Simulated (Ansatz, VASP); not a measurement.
## Be3B2Cl3: VASP beside Ansatz

```xyz
8
Lattice="3.7718 0.0000 0.0000 0.0000 3.7718 0.0000 0.0000 0.0000 9.0308" Properties=species:S:1:pos:R:3 pbc="T T T"
Be    1.8859    1.8859    0.0000
Be    0.0000    0.0000    4.5154
Be    1.8859    1.8859    4.5154
B     1.8859    0.0000    4.5154
B     0.0000    1.8859    4.5154
Cl    1.8859    1.8859    1.9844
Cl    1.8859    1.8859    7.0464
Cl    0.0000    0.0000    0.0000
```

Alike in both runs: functional PBE; k mesh 4 × 4 × 4; occupations gaussian, width 0.1 eV; no spin polarisation.

Ansatz relaxed the structure, and its values are those at the end. VASP's run is a single point on that final structure, the one shown.

```csv
,VASP,Ansatz
version,VASP 6.6.1,Ansatz 0.2.0
potentials or method,"VASP PAW PBE potentials, release 64 (Be, B, Cl)","scalar-relativistic, plane waves, PAW"
plane-wave cutoff (eV),520,420
valence electrons in the cell,33,33
```

```csv
,VASP,Ansatz,Ansatz less VASP
gap on the k mesh at the Fermi level (eV),none,none,-
pressure (GPa),0.0,0.0,+0.04
rms of the force components (eV/Å),0.007,0.005,-0.0025
```

A gap of «none» marks a metal or a gap that the smearing closes.

Caveats: the k mesh is coarse (spacing up to 0.42 Å⁻¹), so the values aren't converged; an odd number of electrons without spin polarisation forces a metal; a magnetic or distorted state may lie lower.
